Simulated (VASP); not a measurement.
Input:

```
CELL_PARAMETERS angstrom
     -2.12838     2.12838     2.12838
      2.12838    -2.12838     2.12838
      2.12838     2.12838    -2.12838
ATOMIC_POSITIONS crystal
  Yb 0.00000 0.00000 0.00000
```

Method: r2SCAN meta-GGA, VASP's PBE PAW potentials (set 64) (plane waves; VASP 6.6.1). Settings: 400 eV cut-off, 14×14×14 Γ-centred mesh, tetrahedra with Blöchl corrections, potentials Yb_2.

The 4f electrons are frozen in the core of the lanthanide potential, so 4f levels, which can set the real gap, and their magnetism are missing.

Problem. Give the energies of bands 4 to 7 at the high-symmetry points, in eV from the Fermi level.

Solution. 
| band | Γ | H | N | P |
|---|---|---|---|---|
| 4 | -5.08 | -0.23 | -1.38 | 0.57 |
| 5 | 3.61 | -0.23 | 0.37 | 0.57 |
| 6 | 3.61 | 5.21 | 1.88 | 0.57 |
| 7 | 3.61 | 5.21 | 5.16 | 4.12 |

It has no gap at this level: it comes out as a metal or semimetal.

The structure was generated: Yb was put into the bcc type (Im-3m), which need not be its known phase. It was relaxed first, which changed the volume by -7 %.
